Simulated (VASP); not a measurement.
Calculation: LDA (Ceperley-Alder, Perdew-Zunger), VASP's LDA PAW potentials (set 64) (plane waves; VASP).

Input for VASP

**KPOINTS**
```
Regular mesh
0
gamma
15 15 15
```

POSCAR:
```
Sn
1
   -2.8883353696     2.8883353696     1.5660270431
    2.8883353696    -2.8883353696     1.5660270431
    2.8883353696     2.8883353696    -1.5660270431
Sn
2
Direct
  0.7500000000   0.2500000000   0.5000000000
  1.0000000000   1.0000000000   0.0000000000
```

INCAR:
```
LASPH  =  .TRUE.
EDIFF  =  1E-7   # SCF stop (eV)
LWAVE  =  .FALSE.
ALGO  =  Normal
LREAL  =  .FALSE.   # projection in real space or not
LORBIT  =  11   # lm-projected
SYSTEM  =  Sn
LMAXMIX  =  4   # l cut-off of mixed one-centre charges
NEDOS  =  601
PREC  =  Accurate
ISMEAR  =  -5
ISIF  =  2   # forces and stress, cell fixed
NELM  =  100   # most electronic steps
ENCUT  =  400
LCHARG  =  .TRUE.
```

POTCAR, in this order: Sn_d (LDA.64 set). Program: vasp_std.

For a metal the tetrahedron method with Blöchl corrections gives inexact stress and forces. Unless said otherwise, spin-orbit coupling is left out, though it shifts the bands of the heavy elements here.

Problem. Predict the energy per atom (σ→0), band gap (on the k-mesh).

Solution. 
* **energy per atom (σ→0)**: -4.490 eV/atom
* **band gap (on the k-mesh)**: none (metal, semimetal or under 0.01 eV)

### OSZICAR
```
...
DAV:   7    -0.897986313715E+01    0.12225E-01   -0.21754E-02 13578   0.222E+00    0.158E-01
DAV:   8    -0.897930291179E+01    0.56023E-03   -0.20264E-03 12330   0.727E-01    0.300E-02
DAV:   9    -0.897929820630E+01    0.47055E-05   -0.49277E-05 13184   0.732E-02    0.133E-02
DAV:  10    -0.897929389368E+01    0.43126E-05   -0.42170E-06 13228   0.256E-02    0.192E-03
DAV:  11    -0.897929484584E+01   -0.95217E-06   -0.27649E-07  8930   0.716E-03    0.113E-03
DAV:  12    -0.897929510176E+01   -0.25591E-06   -0.35432E-08  5598   0.217E-03    0.129E-04
DAV:  13    -0.897929506746E+01    0.34294E-07   -0.77305E-09  5528   0.122E-03
   1 F= -.89792951E+01 E0= -.89792951E+01  d E =0.000000E+00
```

The structure comes from a computed database's Sn entry (I4_1/amd); how it stands against other phases isn't given here. It was relaxed first, which changed the volume by -6 %.
